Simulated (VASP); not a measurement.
```
CoGa
1.0
    2.85048     0.00000     0.00000
    0.00000     2.85048     0.00000
    0.00000     0.00000     2.85048
Ga Co
1 1
Direct
  0.50000   0.50000   0.50000
  0.00000   0.00000   0.00000
```

Computed with PBE GGA with D3 dispersion (zero damping), VASP's PBE PAW potentials (set 64) (plane waves; VASP). Settings: 520 eV cut-off, 14×14×14 Γ-centred mesh, tetrahedra with Blöchl corrections, potentials Ga_d Co.

### Question
Predict the energy per atom (σ→0), band gap (on the k-mesh) with the smallest direct gap where there is one.

### Answer

The band gap (on the k-mesh) is none (metal, semimetal or under 0.01 eV) and the energy per atom (σ→0) is -539.3 kJ/mol of atoms.

The compound is CoGa in the CsCl type structure. It was relaxed first. The run is not spin-polarised, so no magnetic state was tried.
